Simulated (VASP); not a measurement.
A convergence study with VASP on RbBr (rock salt): a few settings are varied, all else stays as given below, so the limit is that of these other settings.

```
CELL_PARAMETERS angstrom
      0.00000     3.44500     3.44500
      3.44500     0.00000     3.44500
      3.44500     3.44500     0.00000
ATOMIC_POSITIONS crystal
  Rb 0.00000 0.00000 0.00000
  Br 0.50000 0.50000 0.50000
```

Computed with PBE GGA, VASP's PBE PAW potentials (set 64) (plane waves; VASP). The last row used: 550 eV cut-off, 14×14×14 Γ-centred mesh, second-order Methfessel-Paxton smearing of 0.40 eV, potentials Rb_sv Br.

```
setting                                   E (eV/atom)  pressure (GPa)  irreducible k-points
----------------------------------------  -----------  --------------  --------------------
ISMEAR = -1, SIGMA = 0.01, 4×4×4 mesh         -3.0521            0.78                     8
ISMEAR = -1, SIGMA = 0.2, 4×4×4 mesh          -3.0521            0.78                     8
ISMEAR = 0, SIGMA = 0.01, 4×4×4 mesh          -3.0521            0.78                     8
ISMEAR = 0, SIGMA = 0.2, 4×4×4 mesh           -3.0521            0.78                     8
ISMEAR = 1, SIGMA = 0.01, 4×4×4 mesh          -3.0521            0.78                     8
ISMEAR = 1, SIGMA = 0.2, 4×4×4 mesh           -3.0522            0.71                     8
ISMEAR = 2, SIGMA = 0.01, 4×4×4 mesh          -3.0521            0.78                     8
ISMEAR = 2, SIGMA = 0.2, 4×4×4 mesh           -3.0529            0.73                     8
ISMEAR = -1, SIGMA = 0.05, 8×8×8 mesh         -3.0523            0.78                    29
ISMEAR = -1, SIGMA = 0.2, 8×8×8 mesh          -3.0523            0.78                    29
ISMEAR = 0, SIGMA = 0.05, 8×8×8 mesh          -3.0523            0.78                    29
ISMEAR = 0, SIGMA = 0.2, 8×8×8 mesh           -3.0523            0.78                    29
ISMEAR = 1, SIGMA = 0.05, 8×8×8 mesh          -3.0523            0.78                    29
ISMEAR = 1, SIGMA = 0.2, 8×8×8 mesh           -3.0518            0.71                    29
ISMEAR = 2, SIGMA = 0.05, 8×8×8 mesh          -3.0523            0.78                    29
ISMEAR = 2, SIGMA = 0.2, 8×8×8 mesh           -3.0528            0.73                    29
ISMEAR = -1, SIGMA = 0.05, 14×14×14 mesh      -3.0523            0.78                   104
ISMEAR = -1, SIGMA = 0.4, 14×14×14 mesh       -3.0503            0.79                   104
ISMEAR = 0, SIGMA = 0.05, 14×14×14 mesh       -3.0523            0.78                   104
ISMEAR = 0, SIGMA = 0.4, 14×14×14 mesh        -3.0523            0.78                   104
ISMEAR = 1, SIGMA = 0.05, 14×14×14 mesh       -3.0523            0.78                   104
ISMEAR = 1, SIGMA = 0.4, 14×14×14 mesh        -3.0426            0.69                   104
ISMEAR = 2, SIGMA = 0.05, 14×14×14 mesh       -3.0522            0.78                   104
ISMEAR = 2, SIGMA = 0.4, 14×14×14 mesh        -3.0445            0.68                   104
```

Left out are rungs that failed or repeat a setting and relaxations that didn't move; long series are thinned to 24 rows.

The compound is RbBr in the rock salt structure. The cell was not relaxed at this level.
